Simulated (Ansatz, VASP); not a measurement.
# TaN (TaN(211) slab) in two plane-wave programs

One calculation is typed for both programs; each brings its own data sets. How far apart do they land? The cell is taken from a series of runs on this material, whose earlier steps may have relaxed, scaled, displaced or heated it; both programs get it as it stands.

Calculated with Ansatz 0.2.0; plane waves, with VASP 6.6.1 beside it; single point at PBE.

## (1) Starting point

The cell holds 56 atoms: 28 Ta and 28 N. Its edges and angles: a = 6.251 Å, b = 8.269 Å, c = 26.729 Å, α = 90.0°, β = 90.0°, γ = 112.2°. It derives from TaN. Slab of TaN cut on (2 1 1), 11.7 A thick, 2 x 1 surface cells, both faces free; (so at first; earlier steps may have moved the atoms). Lattice constants are starting values near those of PBE. Vacuum lies along c.

Structure file:

```
Ta N
1.0
     6.25082    0.00000    0.00000
    -3.12541    7.65566    0.00000
     0.00000    0.00000   26.72897
Ta N
28 28
Direct
  0.25634 0.01331 0.29139
  0.33583 0.67135 0.30814
  0.41803 0.33598 0.34246
  0.01367 0.02837 0.37888
  0.08091 0.66236 0.41670
  0.17904 0.35789 0.44601
  0.23990 0.98088 0.48505
  0.34343 0.68578 0.51495
  0.40429 0.30878 0.55399
  0.00242 0.00430 0.58330
  0.06967 0.63829 0.62112
  0.16529 0.33068 0.65754
  0.24750 0.99531 0.69186
  0.32699 0.65335 0.70861
  0.75634 0.01331 0.29139
  0.83583 0.67135 0.30814
  0.91804 0.33598 0.34246
  0.51367 0.02837 0.37888
  0.58091 0.66236 0.41670
  0.67904 0.35789 0.44601
  0.73990 0.98088 0.48505
  0.84343 0.68578 0.51495
  0.90429 0.30878 0.55399
  0.50242 0.00430 0.58330
  0.56966 0.63829 0.62112
  0.66529 0.33068 0.65754
  0.74750 0.99531 0.69186
  0.82699 0.65335 0.70861
  0.01663 0.53341 0.28576
  0.09685 0.19420 0.30429
  0.16950 0.83986 0.35188
  0.25656 0.51349 0.37491
  0.33493 0.17030 0.41986
  0.42196 0.84454 0.44305
  0.99866 0.49708 0.48929
  0.08467 0.16958 0.51071
  0.16137 0.82212 0.55695
  0.24840 0.49637 0.58014
  0.32677 0.15317 0.62509
  0.41382 0.82680 0.64812
  0.98648 0.47246 0.69571
  0.06670 0.13325 0.71424
  0.51663 0.53341 0.28576
  0.59685 0.19420 0.30429
  0.66951 0.83986 0.35188
  0.75656 0.51349 0.37491
  0.83493 0.17030 0.41986
  0.92197 0.84454 0.44305
  0.49866 0.49708 0.48929
  0.58467 0.16958 0.51071
  0.66136 0.82212 0.55695
  0.74840 0.49637 0.58014
  0.82677 0.15317 0.62509
  0.91382 0.82680 0.64812
  0.48648 0.47246 0.69571
  0.56670 0.13325 0.71424
```

## (2) VASP: single point, PBE

With cell and atoms fixed, the geometry can't cause a difference; cores, projectors, grids and the points listed under the comparison can.

Lines of VASP's logs that name or quote its potential files are left out, and so is its time.

Contents of INCAR:

```
SYSTEM = TaN
PREC = Accurate
ENCUT = 520
EDIFF = 1E-06
NELM = 120
ISMEAR = -1
SIGMA = 0.1
LREAL = Auto
ALGO = Normal
GGA = PE
NBANDS = 264
LASPH = .TRUE.
LORBIT = 11
LWAVE = .FALSE.
LCHARG = .FALSE.
ISIF = 2
GGA_COMPAT = .FALSE.
KPAR = 8
```

Contents of POSCAR:

```
TaN
1.0
    6.2508200000      0.0000000000      0.0000000000
   -3.1254100000      7.6556600000      0.0000000000
    0.0000000000      0.0000000000     26.7289700000
Ta N
28 28
Direct
    0.2563400000      0.0133100000      0.2913900000
    0.3358300000      0.6713500000      0.3081400000
    0.4180350000      0.3359800000      0.3424600000
    0.0136650000      0.0283700000      0.3788800000
    0.0809100000      0.6623650000      0.4167000000
    0.1790400000      0.3578850000      0.4460100000
    0.2399000000      0.9808750000      0.4850500000
    0.3434300000      0.6857850000      0.5149500000
    0.4042900000      0.3087750000      0.5539900000
    0.0024200000      0.0042950000      0.5833000000
    0.0696650000      0.6382900000      0.6211200000
    0.1652950000      0.3306800000      0.6575400000
    0.2475000000      0.9953100000      0.6918600000
    0.3269900000      0.6533500000      0.7086100000
    0.7563400000      0.0133100000      0.2913900000
    0.8358300000      0.6713500000      0.3081400000
    0.9180350000      0.3359800000      0.3424600000
    0.5136650000      0.0283700000      0.3788800000
    0.5809100000      0.6623650000      0.4167000000
    0.6790400000      0.3578850000      0.4460100000
    0.7399000000      0.9808750000      0.4850500000
    0.8434300000      0.6857850000      0.5149500000
    0.9042900000      0.3087750000      0.5539900000
    0.5024200000      0.0042950000      0.5833000000
    0.5696650000      0.6382900000      0.6211200000
    0.6652950000      0.3306800000      0.6575400000
    0.7475000000      0.9953100000      0.6918600000
    0.8269900000      0.6533500000      0.7086100000
    0.0166300000      0.5334150000      0.2857600000
    0.0968500000      0.1942050000      0.3042900000
    0.1695050000      0.8398600000      0.3518800000
    0.2565600000      0.5134900000      0.3749100000
    0.3349350000      0.1702950000      0.4198600000
    0.4219650000      0.8445450000      0.4430500000
    0.9986600000      0.4970800000      0.4892900000
    0.0846700000      0.1695800000      0.5107100000
    0.1613650000      0.8221150000      0.5569500000
    0.2483950000      0.4963650000      0.5801400000
    0.3267700000      0.1531700000      0.6250900000
    0.4138250000      0.8268000000      0.6481200000
    0.9864800000      0.4724550000      0.6957100000
    0.0667000000      0.1332450000      0.7142400000
    0.5166300000      0.5334150000      0.2857600000
    0.5968500000      0.1942050000      0.3042900000
    0.6695050000      0.8398600000      0.3518800000
    0.7565600000      0.5134900000      0.3749100000
    0.8349350000      0.1702950000      0.4198600000
    0.9219650000      0.8445450000      0.4430500000
    0.4986600000      0.4970800000      0.4892900000
    0.5846700000      0.1695800000      0.5107100000
    0.6613650000      0.8221150000      0.5569500000
    0.7483950000      0.4963650000      0.5801400000
    0.8267700000      0.1531700000      0.6250900000
    0.9138250000      0.8268000000      0.6481200000
    0.4864800000      0.4724550000      0.6957100000
    0.5667000000      0.1332450000      0.7142400000
```

Contents of KPOINTS:

```
Automatic mesh
0
Gamma
8 6 1
0 0 0
```

Potentials, in the order of the species: Ta_pv and N (PBE family, release 64).

On the command line:

```bash
$ mpirun -np 8 vasp_std
```

Numbers of over 12 decimals in the logs are rounded to 6 here.

Log:

```text
[banner, memory and clock lines left out]
running    8 mpi-ranks, on    1 nodes
[...]
|                                                                             |
|           W    W    AA    RRRRR   N    N  II  N    N   GGGG   !!!           |
|           W    W   A  A   R    R  NN   N  II  NN   N  G    G  !!!           |
|           W    W  A    A  R    R  N N  N  II  N N  N  G       !!!           |
|           W WW W  AAAAAA  RRRRR   N  N N  II  N  N N  G  GGG   !            |
|           WW  WW  A    A  R   R   N   NN  II  N   NN  G    G                |
|           W    W  A    A  R    R  N    N  II  N    N   GGGG   !!!           |
|                                                                             |
|     For optimal performance we recommend to set                             |
|       NCORE = 2 up to number-of-cores-per-socket                            |
|     NCORE specifies how many cores store one orbital (NPAR=cpu/NCORE).      |
|     This setting can greatly improve the performance of VASP for DFT.       |
[...]
|                                                                             |
|        The reciprocal lattice is base centered orthorhombic,                |
|        whereas your k-lattice is simple monoclinic.                         |
|                                                                             |
|     Results are often still useful ...                                      |
|                                                                             |

 POSCAR, INCAR and KPOINTS ok, starting setup
[...]
entering main loop
       N       E                     dE             d eps       ncg     rms          rms(c)
DAV:   1     0.473819723264E+04    0.47382E+04   -0.24667E+05 16208   0.160E+03
DAV:   2    -0.275072830067E+03   -0.50133E+04   -0.49017E+04 16048   0.457E+02
DAV:   3    -0.675567637085E+03   -0.40049E+03   -0.39264E+03 17144   0.118E+02
DAV:   4    -0.694015218068E+03   -0.18448E+02   -0.18131E+02 16576   0.245E+01
[...]
DAV:  30    -0.604876042913E+03   -0.25156E-05   -0.14222E-07  9008   0.508E-04    0.216E-04
DAV:  31    -0.604876044012E+03   -0.10994E-05   -0.11450E-07  8984   0.330E-04    0.921E-05
DAV:  32    -0.604876044302E+03   -0.28907E-06   -0.38620E-08  8136   0.201E-04
   1 F= -.60487604E+03 E0= -.60449366E+03  d E =-.764775E+00
```

OUTCAR, selected parts (step 2):

```text
  Total      -26.1957312    -12.0216921      1.7096509     -0.1467317     -1.2567178     -0.1067668
  in kB      -32.8124950    -15.0582440      2.1414905     -0.1837946     -1.5741513     -0.1337350
  external PRESSURE =     -15.2430828 kB  Pullay stress =       0.0000000 kB

 POSITION                                       TOTAL-FORCE (eV/Angst)
 -----------------------------------------------------------------------------------
      1.56074      0.10190      7.78855        -0.002214      0.010429     -0.071457
      0.00097      5.13963      8.23626        -0.007545      0.117894      0.034576
      1.56299      2.57215      9.15360        -0.013260     -0.011637      0.061047
     -0.00325      0.21719     10.12707         0.012259     -0.024894     -0.020115
     -1.56441      5.07084     11.13796         0.000750     -0.044596      0.020258
      0.00061      2.73985     11.92139        -0.005162      0.071571     -0.002421
     -1.56606      7.50925     12.96489         0.013089      0.112666      0.038496
      0.00336      5.25014     13.76408        -0.013089     -0.112666     -0.038496
      1.56210      2.36388     14.80758         0.005162     -0.071571      0.002421
      0.00170      0.03288     15.59101        -0.000750      0.044596     -0.020258
     -1.55945      4.88653     16.60190        -0.012259      0.024894      0.020115
     -0.00028      2.53157     17.57537         0.013260      0.011637     -0.061047
     -1.56367      7.61975     18.49271         0.007545     -0.117894     -0.034576
      0.00197      5.00183     18.94042         0.002214     -0.010429      0.071457
[...]
-----------------------------------------------------------------------------------
    total drift:                                0.000046     -0.000009      0.000322

  FREE ENERGIE OF THE ION-ELECTRON SYSTEM (eV)
  ---------------------------------------------------
  free  energy   TOTEN  =      -604.8760443015 eV

  energy  without entropy=     -604.1112696333  energy(sigma->0) =     -604.49365697

[... 1 further part left out ...]
```

(Continued in part 2 of 2.)

[Lines on the potential files, build, host, timing and source positions are cut from VASP's logs without a mark.]

[Logs are printed without paths, hosts, clocks, repeated set-up lines and the standing remarks that a program may print on its own settings, such as how far it seeks lower states.]

[Hosts, paths, dates, database ids (printed as entryN), source tags and the programs' standing remarks are cut or masked in the printed files.]
